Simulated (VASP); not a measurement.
These are PBE GGA, VASP's PBE PAW potentials (set 64) (plane waves; VASP 6.6.1) values and carry that method's errors.

VASP ran on this input.

**KPOINTS**
```
Automatic
0
gamma
11 11 11
```

POSCAR:
```
CuZn
1
    3.0090000000     0.0000000000     0.0000000000
    0.0000000000     3.0090000000     0.0000000000
    0.0000000000     0.0000000000     3.0090000000
Zn Cu
1 1
Direct
  0.5000000000   0.5000000000   0.5000000000
  0.0000000000   0.0000000000   0.0000000000
```

INCAR:
```
! general
SYSTEM =CuZn
PREC   =Accurate
ENCUT  =520
LREAL  =F
LASPH  =T

! electronic loop
EDIFF  =1E-6
NELM   =100
ALGO   =Normal
LMAXMIX=4

! smearing
ISMEAR =1
SIGMA  =0.1

! functional
GGA    =PE

! ions
ISIF   =2

! output
LWAVE  =F
LCHARG =F
```

POTCAR, in this order: Zn Cu_pv (PBE.64 set). Program: vasp_std.

Output

File OSZICAR:
```
       N       E                     dE             d eps       ncg     rms          rms(c)
DAV:   1     0.181084263469E+03    0.18108E+03   -0.18656E+04  2680   0.247E+03
DAV:   2    -0.368238805767E+00   -0.18145E+03   -0.17826E+03  2018   0.455E+02
DAV:   3    -0.594761868976E+01   -0.55794E+01   -0.55437E+01  2208   0.968E+01
DAV:   4    -0.602372948482E+01   -0.76111E-01   -0.76085E-01  2198   0.107E+01
DAV:   5    -0.602617517222E+01   -0.24457E-02   -0.24456E-02  2238   0.187E+00    0.990E+00
DAV:   6    -0.606208098143E+01   -0.35906E-01   -0.26894E+01  2144   0.715E+01    0.138E+01
DAV:   7    -0.501583324719E+01    0.10462E+01   -0.47457E+00  2214   0.642E+01    0.349E+00
DAV:   8    -0.503709772362E+01   -0.21264E-01   -0.86683E-01  2190   0.125E+01    0.135E+00
DAV:   9    -0.502145595222E+01    0.15642E-01   -0.10008E-01  2146   0.463E+00    0.160E-01
DAV:  10    -0.502139170207E+01    0.64250E-04   -0.16401E-03  2114   0.548E-01    0.832E-02
DAV:  11    -0.502138048117E+01    0.11221E-04   -0.60841E-04  2168   0.396E-01    0.542E-02
DAV:  12    -0.502136974315E+01    0.10738E-04   -0.10770E-04  2178   0.160E-01    0.839E-03
DAV:  13    -0.502136936202E+01    0.38113E-06   -0.21555E-06  1612   0.263E-02
   1 F= -.50213694E+01 E0= -.50212831E+01  d E =-.258821E-03
```

**OUTCAR**
```
------------------------ aborting loop because EDIFF is reached ----------------------------------------
  FORCE on cell =-STRESS in cart. coord.  units (eV):
  Direction    XX          YY          ZZ          XY          YZ          ZX
  --------------------------------------------------------------------------------------
  Total       -0.9006148     -0.9006148     -0.9006148      0.0000000     -0.0000000      0.0000000
  in kB      -52.9642827    -52.9642827    -52.9642827      0.0000000     -0.0000000      0.0000000
  external PRESSURE =     -52.9642827 kB  Pullay stress =       0.0000000 kB
  volume of cell :       27.24
      direct lattice vectors                 reciprocal lattice vectors
     3.009000000  0.000000000  0.000000000     0.332336324  0.000000000  0.000000000
     0.000000000  3.009000000  0.000000000     0.000000000  0.332336324  0.000000000
     0.000000000  0.000000000  3.009000000     0.000000000  0.000000000  0.332336324
 POSITION                                       TOTAL-FORCE (eV/Angst)
 -----------------------------------------------------------------------------------
      1.50450      1.50450      1.50450         0.000000      0.000000      0.000000
      0.00000      0.00000      0.00000         0.000000      0.000000      0.000000
 -----------------------------------------------------------------------------------
    total drift:                                0.000000      0.000000     -0.000000
  FREE ENERGIE OF THE ION-ELECTRON SYSTEM (eV)
  ---------------------------------------------------
  free  energy   TOTEN  =        -5.0213693620 eV

  energy  without entropy=       -5.0211105408  energy(sigma->0) =       -5.02128309
```
(Selected blocks of OUTCAR.)

The compound is CuZn in the CsCl type structure. The cell was not relaxed at this level. The run is one of a series of settings (ENCUT = 520, POTCAR Zn Cu_pv (PBE.64 set) against the base run), some of them coarse on purpose. The electron count is odd and the run is not spin-polarised, which forces a metal.
